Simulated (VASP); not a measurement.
Given:

```yaml
crystal:
  lattice:
    - [0.00248, 6.49413, 6.48771]
    - [6.49413, 0.00248, 6.48771]
    - [3.24831, 3.24831, 0.00000]
  atoms:
    - { symbol: Hg, position: [0.99996, 0.99996, 0.00008] }
    - { symbol: Te, position: [0.12544, 0.12544, 0.24913] }
    - { symbol: Te, position: [0.12525, 0.62429, 0.25047] }
    - { symbol: Te, position: [0.62429, 0.12525, 0.25047] }
    - { symbol: Te, position: [0.62502, 0.62502, 0.24997] }
    - { symbol: Cd, position: [0.99974, 0.50022, 0.00004] }
    - { symbol: Cd, position: [0.50022, 0.99974, 0.00004] }
    - { symbol: Cd, position: [0.50010, 0.50010, 0.99981] }
```

These are PBEsol GGA, VASP's PBE PAW potentials (set 64) (plane waves; VASP) values and carry that method's errors. Numerical set-up: 400 eV cut-off, Gaussian smearing of 0.050 eV, potentials Hg Te Cd.

Unless said otherwise, spin-orbit coupling is left out, though it shifts the bands of the heavy elements here.

**Question.** Give the energies of bands 28 to 41 at the high-symmetry points, in eV from the valence-band maximum.

**Answer.** 
| band | Γ | Y | C0 | Z | A0 | T | S | R |
|---|---|---|---|---|---|---|---|---|
| 28 | -1.99 | -2.68 | -2.96 | -3.77 | -4.25 | -4.39 | -2.74 | -4.17 |
| 29 | -1.98 | -2.27 | -2.66 | -2.44 | -2.02 | -2.00 | -2.22 | -2.26 |
| 30 | -0.89 | -2.20 | -1.58 | -2.37 | -1.99 | -1.98 | -2.13 | -2.22 |
| 31 | -0.87 | -1.23 | -1.30 | -2.33 | -1.96 | -1.97 | -1.51 | -2.16 |
| 32 | -0.82 | -1.22 | -1.24 | -2.33 | -1.94 | -1.95 | -1.44 | -2.11 |
| 33 | -0.81 | -1.14 | -1.18 | -2.27 | -1.40 | -0.89 | -0.55 | -1.50 |
| 34 | -0.01 | -1.09 | -1.16 | -2.21 | -1.37 | -0.86 | -0.55 | -1.50 |
| 35 | -0.01 | -0.91 | -1.05 | -0.91 | -0.99 | -0.80 | -0.39 | -1.47 |
| 36 | 0.00 | -0.79 | -0.48 | -0.82 | -0.94 | -0.79 | -0.39 | -1.37 |
| 37 | 0.18 | 2.22 | 2.15 | 2.56 | 1.71 | 1.14 | 1.37 | 2.30 |
| 38 | 1.29 | 2.77 | 2.69 | 2.95 | 2.19 | 1.64 | 1.78 | 2.77 |
| 39 | 1.64 | 2.89 | 2.77 | 3.84 | 2.51 | 2.30 | 2.68 | 2.78 |
| 40 | 2.44 | 2.94 | 2.90 | 4.09 | 2.65 | 2.47 | 2.77 | 2.92 |
| 41 | 2.47 | 3.12 | 3.53 | 4.56 | 2.74 | 2.47 | 4.26 | 4.22 |

The gap is direct, 0.18 eV, from the valence maximum at Γ to the conduction minimum at Γ.

The structure was generated: Cd3HgTe4 was put into an ordered model structure (Amm2), which need not be its known phase. It was relaxed first.
